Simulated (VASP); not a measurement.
Calculation: r2SCAN+rVV10, VASP's PBE PAW potentials (set 64) (plane waves; VASP).

VASP ran on this input.

KPOINTS:
```
K-points
0
Gamma
 8 8 8
```

POSCAR:
```
Rb
1.0
 -2.8462031349   2.8462031349   2.8462031349
  2.8462031349  -2.8462031349   2.8462031349
  2.8462031349   2.8462031349  -2.8462031349
Rb
1
Cartesian
  0.0000000000   0.0000000000   0.0000000000
```

### INCAR
```
# general
SYSTEM    =  Rb
PREC      =  Accurate
ENCUT     =  520
LREAL     =  .False.
LASPH     =  .True.

# electronic loop
EDIFF     =  1E-6
NELM      =  100
ALGO      =  Normal
LMAXMIX   =  4
LMIXTAU   =  .True.

# smearing
ISMEAR    =  1
SIGMA     =  0.1

# functional
METAGGA   =  R2SCAN
LUSE_VDW  =  .True.
BPARAM    =  11.95
CPARAM    =  0.0093

# ions
IBRION    =  2
NSW       =  60
ISIF      =  3
EDIFFG    =  -0.01

# output
LWAVE     =  .False.
LCHARG    =  .False.
```

POTCAR, in this order: Rb_sv (PBE.64 set). Program: vasp_std.

The run wrote:

**OUTCAR**
```
 ion  position               nearest neighbor table
   1  0.000  0.000  0.000-
  LATTYP: Found a body centered cubic cell.
 ALAT       =     5.6924062698
 Subroutine PRICEL returns:
 Original cell was already a primitive cell.
 Subroutine GETGRP returns: Found 48 space group operations
The static configuration has the point symmetry O_h .
The dynamic configuration has the point symmetry O_h .
 Subroutine INISYM returns: Found 48 space group operations
 Subroutine IBZKPT returns following result:
 Found     29 irreducible k-points:

 Following reciprocal coordinates:
            Coordinates               Weight
  0.000000  0.000000  0.000000      1.000000
  0.125000  0.000000  0.000000     12.000000
  0.250000  0.000000  0.000000     12.000000
  0.375000  0.000000  0.000000     12.000000
  0.500000  0.000000  0.000000      6.000000
  0.125000  0.125000  0.000000     24.000000
  0.250000  0.125000 -0.000000     48.000000
  0.375000  0.125000  0.000000     48.000000
  0.250000  0.250000  0.000000     24.000000
  0.375000  0.250000  0.000000     24.000000
  0.125000  0.125000  0.125000      8.000000
  0.250000  0.125000  0.125000     24.000000
  0.375000  0.125000  0.125000     12.000000
 -0.125000  0.125000  0.125000      6.000000
  0.250000  0.250000  0.125000     24.000000
 -0.250000  0.250000  0.125000     24.000000
 -0.375000  0.375000  0.125000     24.000000
 -0.250000  0.375000  0.125000     24.000000
  0.500000  0.500000  0.125000     12.000000
 -0.375000  0.500000  0.125000     48.000000
 -0.375000 -0.375000  0.125000      8.000000
  0.250000  0.250000  0.250000      2.000000
 -0.250000  0.250000  0.250000      6.000000
 -0.375000  0.375000  0.250000     24.000000
  0.500000  0.500000  0.250000     12.000000
...
```

**OSZICAR**
```
       N       E                     dE             d eps       ncg     rms          rms(c)
DAV:   1     0.371237704891E+02    0.37124E+02   -0.34100E+03   464   0.848E+02
DAV:   2    -0.131652671087E+02   -0.50289E+02   -0.49528E+02   520   0.148E+02
DAV:   3    -0.166059134380E+02   -0.34406E+01   -0.34412E+01   648   0.452E+01
DAV:   4    -0.167241423537E+02   -0.11823E+00   -0.11671E+00   736   0.699E+00
DAV:   5    -0.167252412892E+02   -0.10989E-02   -0.10975E-02   712   0.554E-01    0.963E-01
DAV:   6    -0.142188689802E+02    0.25064E+01   -0.12304E+00   480   0.588E+00    0.783E-01
DAV:   7    -0.133079175119E+02    0.91095E+00   -0.27548E-01   480   0.546E+00    0.614E-01
DAV:   8    -0.137515249314E+02   -0.44361E+00   -0.13278E-01   472   0.449E+00    0.411E-01
DAV:   9    -0.133598088950E+02    0.39172E+00   -0.69242E-02   464   0.320E+00    0.117E-01
DAV:  10    -0.136166244325E+02   -0.25682E+00   -0.27774E-01   504   0.504E+00    0.123E-01
DAV:  11    -0.136175587723E+02   -0.93434E-03   -0.46876E-03   800   0.595E-01    0.126E-01
DAV:  12    -0.136277861344E+02   -0.10227E-01   -0.11333E-03   528   0.458E-01    0.120E-01
DAV:  13    -0.136263491023E+02    0.14370E-02   -0.21093E-04   640   0.207E-01    0.130E-01
DAV:  14    -0.136281570033E+02   -0.18079E-02   -0.13085E-02   464   0.182E+00    0.185E-01
DAV:  15    -0.136314738599E+02   -0.33169E-02   -0.14130E-03   480   0.684E-01    0.173E-01
DAV:  16    -0.136179704301E+02    0.13503E-01   -0.20236E-02   464   0.222E+00    0.134E-01
DAV:  17    -0.136170213285E+02    0.94910E-03   -0.59162E-04   688   0.230E-01    0.138E-01
DAV:  18    -0.136177171675E+02   -0.69584E-03   -0.66197E-04   480   0.366E-01    0.127E-01
DAV:  19    -0.136173664659E+02    0.35070E-03   -0.57051E-03   464   0.801E-01    0.934E-02
DAV:  20    -0.136166252529E+02    0.74121E-03   -0.21939E-03   464   0.566E-01    0.513E-02
DAV:  21    -0.136174407825E+02   -0.81553E-03   -0.38310E-04   496   0.187E-01    0.461E-02
DAV:  22    -0.136175954450E+02   -0.15466E-03   -0.32391E-04   504   0.238E-01    0.452E-02
DAV:  23    -0.136173784256E+02    0.21702E-03   -0.85544E-04   464   0.413E-01    0.435E-02
DAV:  24    -0.136175766929E+02   -0.19827E-03   -0.20335E-04   488   0.163E-01    0.421E-02
DAV:  25    -0.136175808298E+02   -0.41369E-05   -0.65856E-05   488   0.135E-01    0.401E-02
DAV:  26    -0.136176327004E+02   -0.51871E-04   -0.27660E-05   552   0.640E-02    0.338E-02
DAV:  27    -0.136177048244E+02   -0.72124E-04   -0.37623E-05   520   0.719E-02    0.284E-02
DAV:  28    -0.136175587230E+02    0.14610E-03   -0.38453E-05   472   0.525E-02    0.207E-02
DAV:  29    -0.136175220989E+02    0.36624E-04   -0.73854E-06   480   0.250E-02    0.134E-02
DAV:  30    -0.136174976730E+02    0.24426E-04   -0.60649E-06   464   0.242E-02    0.840E-03
DAV:  31    -0.136174921051E+02    0.55679E-05   -0.40257E-06   496   0.252E-02    0.380E-03
DAV:  32    -0.136174870947E+02    0.50104E-05   -0.71791E-06   472   0.241E-02    0.141E-03
DAV:  33    -0.136174877031E+02   -0.60840E-06   -0.10469E-06   512   0.144E-02
   1 F= -.13617488E+02 E0= -.13617122E+02  d E =-.136175E+02
```

**OUTCAR**
```
------------------------ aborting loop because EDIFF is reached ----------------------------------------
  FORCE on cell =-STRESS in cart. coord.  units (eV):
  Direction    XX          YY          ZZ          XY          YZ          ZX
  --------------------------------------------------------------------------------------
  Total        0.0026490      0.0026490      0.0026490      0.0000000     -0.0000000     -0.0000000
  in kB        0.0460191      0.0460191      0.0460191      0.0000000     -0.0000000     -0.0000000
  external PRESSURE =       0.0460191 kB  Pullay stress =       0.0000000 kB
  volume of cell :       92.23
      direct lattice vectors                 reciprocal lattice vectors
    -2.846203135  2.846203135  2.846203135     0.000000000  0.175672633  0.175672633
     2.846203135 -2.846203135  2.846203135     0.175672633  0.000000000  0.175672633
     2.846203135  2.846203135 -2.846203135     0.175672633  0.175672633  0.000000000
 POSITION                                       TOTAL-FORCE (eV/Angst)
 -----------------------------------------------------------------------------------
      0.00000      0.00000      0.00000        -0.000000     -0.000000     -0.000000
 -----------------------------------------------------------------------------------
    total drift:                                0.000000      0.000000     -0.000000
  FREE ENERGIE OF THE ION-ELECTRON SYSTEM (eV)
  ---------------------------------------------------
  free  energy   TOTEN  =       -13.6174877031 eV

  energy  without entropy=      -13.6163914778  energy(sigma->0) =      -13.61712229

 reached required accuracy - stopping structural energy minimisation
```
(Selected blocks of OUTCAR.)

The compound is Rb in the bcc structure. It was relaxed first. The start is the result of an earlier pass.
